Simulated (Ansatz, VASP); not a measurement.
# Na (Na(111)) in two plane-wave programs, part 2 of 2

Wanted: the spread between two codes on one cell, functional and k mesh.

VASP 6.6.1 and Ansatz 0.2.0.

So far: The structure; VASP: single point, PBE; Ansatz: single point, PBE; Differences.

### Step 5. VASP: single point, LDA

Level of this step: LDA; plane waves and PAW (Na) (VASP).

With cell and atoms fixed, the geometry can't cause a difference; cores, projectors, grids and the points listed under the comparison can.

INCAR

```
SYSTEM = Na
PREC = Normal
ENCUT = 350
EDIFF = 1E-06
NELM = 120
ISMEAR = 1
SIGMA = 0.1
LREAL = .FALSE.
ALGO = Normal
GGA = CA
NBANDS = 16
LORBIT = 11
LWAVE = .FALSE.
LCHARG = .FALSE.
KPAR = 4
IDIPOL = 3
LDIPOL = .TRUE.
DIPOL = 0.5 0.5 0.5
LVHAR = .TRUE.
LVACPOTAV = .TRUE.
```

POSCAR

```
Na
1.0
    5.9821233688      0.0000000000      0.0000000000
    2.9910616844      5.1806708060      0.0000000000
    0.0000000000      0.0000000000     30.2109581934
Na
11
Direct
    0.6666666667      0.6666666667      0.2979051489
    0.0000000000      0.0000000000      0.3383241191
    0.3333333333      0.3333333333      0.3787430894
    0.6666666667      0.6666666667      0.4191620596
    0.0000000000      0.0000000000      0.4595810298
    0.3333333333      0.3333333333      0.5000000000
    0.6666666667      0.6666666667      0.5404189702
    0.0000000000      0.0000000000      0.5808379404
    0.3333333333      0.3333333333      0.6212569106
    0.6666666667      0.6666666667      0.6616758809
    0.0000000000      0.0000000000      0.7020948511
```

KPOINTS

```
Automatic mesh
0
Gamma
6 6 1
0 0 0
```

Potentials, in the order of the species: Na (PBE family, release 64).

Launch:

```sh
$ mpirun -np 4 vasp_std
```

Numbers of over 12 decimals in the logs are rounded to 6 here.

The program printed:

```text
[banner, memory and clock lines left out]
running    4 mpi-ranks, on    1 nodes
[...]
|                                                                             |
|               ----> ADVICE to this user running VASP <----                  |
|                                                                             |
|     You enforced a specific xc type in the INCAR file but a different       |
|     [... a line on the potential file left out ...]
|     I HOPE YOU KNOW WHAT YOU ARE DOING!                                     |
|                                                                             |

 LDA part: xc-table for (Slater(with rela. corr.)+CA(PZ))
 , standard interpolation
 POSCAR, INCAR and KPOINTS ok, starting setup
[...]
entering main loop
       N       E                     dE             d eps       ncg     rms          rms(c)
DAV:   1    -0.217390113572E+01   -0.21739E+01   -0.14996E+03   224   0.255E+02
DAV:   2    -0.147299840610E+02   -0.12556E+02   -0.11542E+02   304   0.387E+01
DAV:   3    -0.153528963764E+02   -0.62291E+00   -0.61158E+00   312   0.987E+00
DAV:   4    -0.153842417012E+02   -0.31345E-01   -0.31333E-01   368   0.218E+00
[...]
DAV:  19    -0.147214302297E+02   -0.65009E-05   -0.70841E-07   264   0.167E-03    0.355E-04
DAV:  20    -0.147214381474E+02   -0.79177E-05   -0.51888E-07   240   0.135E-03    0.910E-05
DAV:  21    -0.147214388143E+02   -0.66686E-06   -0.45138E-08   256   0.580E-04
 [... a notice as in an earlier step ...]

   1 F= -.14721439E+02 E0= -.14722831E+02  d E =0.417778E-02
```

Parts of OUTCAR (step 5):

```text
  Total       -2.5735697     -2.5735697     -2.7579815      0.0000000     -0.0000000     -0.0000000
  in kB       -4.4039326     -4.4039326     -4.7195008      0.0000000     -0.0000000     -0.0000000
  external PRESSURE =      -4.5091220 kB  Pullay stress =       0.0000000 kB

 POSITION                                       TOTAL-FORCE (eV/Angst)
 -----------------------------------------------------------------------------------
      5.98212      3.45378      9.00000        -0.000000      0.000000      0.176502
      0.00000      0.00000     10.22110         0.000000      0.000000      0.103321
      2.99106      1.72689     11.44219         0.000000     -0.000000     -0.035366
      5.98212      3.45378     12.66329        -0.000000      0.000000     -0.028938
      0.00000      0.00000     13.88438         0.000000      0.000000     -0.001771
      2.99106      1.72689     15.10548         0.000000      0.000000     -0.000000
      5.98212      3.45378     16.32657        -0.000000      0.000000      0.001771
      0.00000      0.00000     17.54767         0.000000     -0.000000      0.028938
      2.99106      1.72689     18.76877        -0.000000      0.000000      0.035366
      5.98212      3.45378     19.98986        -0.000000     -0.000000     -0.103321
      0.00000      0.00000     21.21096         0.000000     -0.000000     -0.176502
 -----------------------------------------------------------------------------------
    total drift:                               -0.000000     -0.000000      0.000142

  FREE ENERGIE OF THE ION-ELECTRON SYSTEM (eV)
  ---------------------------------------------------
  free  energy   TOTEN  =       -14.7214388143 eV

  energy  without entropy=      -14.7256165971  energy(sigma->0) =      -14.72283141

[... 2 parts as in an earlier step ...]

[... 1 further part left out ...]
[key lines of the parts left out:]
E-fermi :  -1.2046
```

### Step 6. Ansatz: single point, LDA

The same cell, functional (in two slightly different forms), mesh and smearing now go to Ansatz, which takes its cutoff from its data sets.

input.yaml

```yaml
crystal:
  lattice:
    - [5.9821233688, 0.0, 0.0]
    - [2.9910616844, 5.180670806, 0.0]
    - [0.0, 0.0, 30.2109581934]
  atoms:
    - { symbol: Na, position: [0.6666666667, 0.6666666667, 0.2979051489] }
    - { symbol: Na, position: [0.0, 0.0, 0.3383241191] }
    - { symbol: Na, position: [0.3333333333, 0.3333333333, 0.3787430894] }
    - { symbol: Na, position: [0.6666666667, 0.6666666667, 0.4191620596] }
    - { symbol: Na, position: [0.0, 0.0, 0.4595810298] }
    - { symbol: Na, position: [0.3333333333, 0.3333333333, 0.5] }
    - { symbol: Na, position: [0.6666666667, 0.6666666667, 0.5404189702] }
    - { symbol: Na, position: [0.0, 0.0, 0.5808379404] }
    - { symbol: Na, position: [0.3333333333, 0.3333333333, 0.6212569106] }
    - { symbol: Na, position: [0.6666666667, 0.6666666667, 0.6616758809] }
    - { symbol: Na, position: [0.0, 0.0, 0.7020948511] }
hamiltonian:
  xc: lda
  pseudopotentials: { kind: paw }
kpoints:
  mp_grid: { grid: [6, 6, 1] }
scf:
  occupations: { method: methfessel_paxton, width: 0.1 }
  n_extra_bands: 6
efield:
  axis: 3
  dipole_correction: true
  ramp_width: 0.04
output:
  forces: true
  eigenvalues: true
```

Launch:

```sh
$ ansatz run input.yaml --threads 4 --pin off --max-ram 9216MiB --backend cpu --events-out ev --progress --plain --runs-dir out
```

The program printed:

```text
[...]
Crystal: 11 atoms, lattice volume = 936.280 Å³
Basis set: ecut = 420 eV, 18149 PW (Γ)
Bands: 56, of which v1, the nominal top of the filled ones, is band 50 counted from 1 (49 counted from 0)
Symmetry: 6 space group operations
k-points: 7 of 36 (time reversal used)
[...]
k-point 1: bands = [... 46 lower, -2.4704, -1.5309, -0.5296, 0.0161, 0.4314, 0.4727, 0.7168, 1.0958, ... 2 higher]
  k-point 2: bands = [... 46 lower, -2.0064, -1.3388, -1.0910, -0.8660, -0.1634, -0.0685, 0.2890, 0.6660, ... 2 higher]
  k-point 6: bands = [... 46 lower, -1.9274, -1.5554, -1.5554, -1.3975, -0.8529, -0.8529, -0.5782, 0.1129, ... 2 higher]
[key lines of the parts left out:]
SCF converged after 7 iterations
Free energy (F): -16131.376109 eV
Fermi energy:    -0.695960 eV
Dipole field:    D = -0.000006 V/Å  (p = -0.000032 e·Å, saw-weighted, corrected)
Work function:   Φ+ = 2.5880 eV   Φ− = 2.5878 eV
```

It took 15 s on 4 threads of Intel Xeon 6975P-C (Granite Rapids), shared host; peak memory 1.3 GiB.

### Step 7. Comparison

What differs besides the data sets and the points named for the pairs above, as far as they apply: the two LDA forms differ slightly; Ansatz makes its cores anew for this functional, VASP keeps those of its PBE data sets; VASP's log shows a relativistic correction to its local exchange, Ansatz's none. Total energies have different zeros and are not compared.

Compared:

```csv
quantity,Ansatz,VASP,difference
"work function, lower of the two faces (eV)",2.59,2.59,0.00
"work function, higher of the two faces (eV)",2.59,2.59,0.00
```

Forces on 7 of the 11 atoms, those with the largest forces and the largest differences (eV/Å; atoms numbered as in POSCAR):

```csv
atom,"Ansatz x, y, z","VASP x, y, z"
Na1,"0.000, 0.000, 0.179","0.000, 0.000, 0.177"
Na2,"0.000, 0.000, 0.103","0.000, 0.000, 0.103"
Na3,"0.000, 0.000, -0.035","0.000, 0.000, -0.035"
Na4,"0.000, 0.000, -0.028","0.000, 0.000, -0.029"
Na9,"0.000, 0.000, 0.035","0.000, 0.000, 0.035"
Na10,"0.000, 0.000, -0.103","0.000, 0.000, -0.103"
Na11,"0.000, 0.000, -0.179","0.000, 0.000, -0.177"
```

The forces differ by 0.6 meV/Å r.m.s., which is 1.1 % of the r.m.s. force of 0.05 eV/Å (both taken over all components). VASP's log warns that it found no field-free region in the vacuum, so its work functions are uncertain.

### Step 8. VASP: single point, RPBE

With cell and atoms fixed, the geometry can't cause a difference; cores, projectors, grids and the points listed under the comparison can.

INCAR, as its differences from that of step 5:

```diff
@@ -9,3 +9,3 @@
 ALGO = Normal
-GGA = CA
+GGA = RP
 NBANDS = 16
```

POSCAR is that of step 5.

KPOINTS is that of step 5.

Launch:

```sh
$ mpirun -np 4 vasp_std
```

The program printed:

```text
[banner, memory and clock lines left out]
running    4 mpi-ranks, on    1 nodes
[...]
[... a notice as in an earlier step ...]

 LDA part: xc-table for (Slater+PW92), standard interpolation
 POSCAR, INCAR and KPOINTS ok, starting setup
[...]
entering main loop
       N       E                     dE             d eps       ncg     rms          rms(c)
DAV:   1     0.152071259283E+00    0.15207E+00   -0.14887E+03   224   0.254E+02
DAV:   2    -0.121758451508E+02   -0.12328E+02   -0.11355E+02   320   0.377E+01
DAV:   3    -0.127593429459E+02   -0.58350E+00   -0.57388E+00   304   0.889E+00
DAV:   4    -0.127906574723E+02   -0.31315E-01   -0.31300E-01   352   0.216E+00
[...]
DAV:  19    -0.122119373570E+02   -0.55935E-05   -0.34630E-07   264   0.148E-03    0.333E-04
DAV:  20    -0.122119427342E+02   -0.53772E-05   -0.20236E-07   224   0.122E-03    0.759E-05
DAV:  21    -0.122119435695E+02   -0.83532E-06   -0.40090E-08   272   0.682E-04
 [... a notice as in an earlier step ...]

   1 F= -.12211944E+02 E0= -.12213545E+02  d E =0.480312E-02
```

OUTCAR, selected parts (step 8):

```text
  Total        0.3218116      0.3218116     -0.2703777      0.0000000      0.0000000      0.0000000
  in kB        0.5506891      0.5506891     -0.4626746      0.0000000      0.0000000      0.0000000
  external PRESSURE =       0.2129012 kB  Pullay stress =       0.0000000 kB

 POSITION                                       TOTAL-FORCE (eV/Angst)
 -----------------------------------------------------------------------------------
      5.98212      3.45378      9.00000         0.000000     -0.000000      0.047416
      0.00000      0.00000     10.22110         0.000000      0.000000      0.040338
      2.99106      1.72689     11.44219        -0.000000     -0.000000     -0.075791
      5.98212      3.45378     12.66329         0.000000      0.000000     -0.029263
      0.00000      0.00000     13.88438        -0.000000      0.000000     -0.000304
      2.99106      1.72689     15.10548         0.000000      0.000000      0.000000
      5.98212      3.45378     16.32657         0.000000      0.000000      0.000304
      0.00000      0.00000     17.54767         0.000000     -0.000000      0.029263
      2.99106      1.72689     18.76877         0.000000      0.000000      0.075791
      5.98212      3.45378     19.98986        -0.000000     -0.000000     -0.040338
      0.00000      0.00000     21.21096        -0.000000      0.000000     -0.047416
 -----------------------------------------------------------------------------------
    total drift:                                0.000001      0.000000     -0.000002

  FREE ENERGIE OF THE ION-ELECTRON SYSTEM (eV)
  ---------------------------------------------------
  free  energy   TOTEN  =       -12.2119435695 eV

  energy  without entropy=      -12.2167466938  energy(sigma->0) =      -12.21354461

[... 2 parts as in an earlier step ...]

[... 1 further part left out ...]
[key lines of the parts left out:]
E-fermi :  -0.9791
```

### Step 9. Ansatz: single point, RPBE

The same cell, functional, mesh and smearing now go to Ansatz, which takes its cutoff from its data sets.

input.yaml, as its differences from that of step 6:

```diff
@@ -18,3 +18,3 @@
 hamiltonian:
-  xc: lda
+  xc: rpbe
   pseudopotentials: { kind: paw }
@@ -32 +32,5 @@
   eigenvalues: true
+  write_density: true
+  write_potential: true
+  elf: true
+  volumetric_format: npy
```

Launch:

```sh
$ ansatz run input.yaml --threads 4 --pin off --max-ram 9216MiB --backend cpu --events-out ev --progress --plain --runs-dir out
```

The program printed:

```text
[...]
Crystal: 11 atoms, lattice volume = 936.280 Å³
Basis set: ecut = 420 eV, 18149 PW (Γ), exchange–correlation on 80×80×432 points (8 copies of the dense FFT grid, shifted against one another)
Bands: 56, of which v1, the nominal top of the filled ones, is band 50 counted from 1 (49 counted from 0)
Symmetry: 6 space group operations
[...]
k-point 1: bands = [... 46 lower, -2.2376, -1.3066, -0.3104, 0.2427, 0.6349, 0.7006, 0.9069, 1.3336, ... 2 higher]
  k-point 2: bands = [... 46 lower, -1.7732, -1.1038, -0.8615, -0.6376, 0.0734, 0.1410, 0.4772, 0.8920, ... 2 higher]
  k-point 6: bands = [... 46 lower, -1.6911, -1.3178, -1.3178, -1.1663, -0.6143, -0.6142, -0.3655, 0.3570, ... 2 higher]
[key lines of the parts left out:]
SCF converged after 7 iterations
Free energy (F): -16379.245215 eV
Fermi energy:    -0.468042 eV
Dipole field:    D = 0.000020 V/Å  (p = 0.000102 e·Å, saw-weighted, corrected)
Work function:   Φ+ = 2.3936 eV   Φ− = 2.3942 eV
```

Elapsed: 7.8 s, on 4 threads; peak memory 1.4 GiB.

### Step 10. Differences

The two programs side by side:

```csv
quantity,Ansatz,VASP,difference
"work function, lower of the two faces (eV)",2.39,2.40,-0.01
"work function, higher of the two faces (eV)",2.39,2.40,-0.01
```

Forces on 7 of the 11 atoms, those with the largest forces and the largest differences (eV/Å; atoms numbered as in POSCAR):

```csv
atom,"Ansatz x, y, z","VASP x, y, z"
Na1,"0.000, 0.000, 0.044","0.000, 0.000, 0.047"
Na2,"0.000, 0.000, 0.038","0.000, 0.000, 0.040"
Na3,"0.000, 0.000, -0.077","0.000, 0.000, -0.076"
Na4,"0.000, 0.000, -0.029","0.000, 0.000, -0.029"
Na9,"0.000, 0.000, 0.077","0.000, 0.000, 0.076"
Na10,"0.000, 0.000, -0.038","0.000, 0.000, -0.040"
Na11,"0.000, 0.000, -0.044","0.000, 0.000, -0.047"
```

The forces differ by 1.1 meV/Å r.m.s., which is 4.3 % of the r.m.s. force of 0.03 eV/Å (both taken over all components). VASP's log warns that it found no field-free region in the vacuum, so its work functions are uncertain.

### Step 11. What came out

* difference in work function, lower of the two faces (single point, PBE): -0.0042 eV
* r.m.s. force difference (single point, LDA): 0.59 meV/Å
* difference in work function, lower of the two faces (single point, RPBE): -0.0065 eV

The r.m.s. force difference is 0.59 meV/Å (single point, LDA), within the 12 meV/Å picked in this series as the mark of a large difference. 1 further run of this series is not shown here. How closely two codes agree says nothing of how well the functional describes the real material.

[Lines on the potential files, build, host, timing and source positions are cut from VASP's logs without a mark.]

[Logs are printed without paths, hosts, clocks, repeated set-up lines and the standing remarks that a program may print on its own settings, such as how far it seeks lower states.]

[Hosts, paths, dates, database ids (printed as entryN), source tags and the programs' standing remarks are cut or masked in the printed files.]
